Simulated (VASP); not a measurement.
Consider the following.

```
CsI
1.0
    4.67092     0.00000     0.00000
    0.00000     4.67092     0.00000
    0.00000     0.00000     4.67092
Cs I
1 1
Direct
  0.00000   0.00000   0.00000
  0.50000   0.50000   0.50000
```

These are Hartree-Fock, VASP's PBE PAW potentials (set 64) (plane waves; VASP 6.6.1) values and carry that method's errors. Run with 520 eV cut-off, 4×4×4 Γ-centred mesh, Gaussian smearing of 0.050 eV, potentials Cs_sv I.

Task: Give the stress tensor in GPa (positive for a compressed cell).

Result: 
```
1.46  0.00  0.00
0.00  1.46  0.00
0.00  0.00  1.46
```
The pressure is its mean diagonal, 1.46 GPa.

The compound is CsI in the CsCl type structure. It was relaxed first, which changed the volume by +7 %. The cell's shape comes from a PBE relaxation.
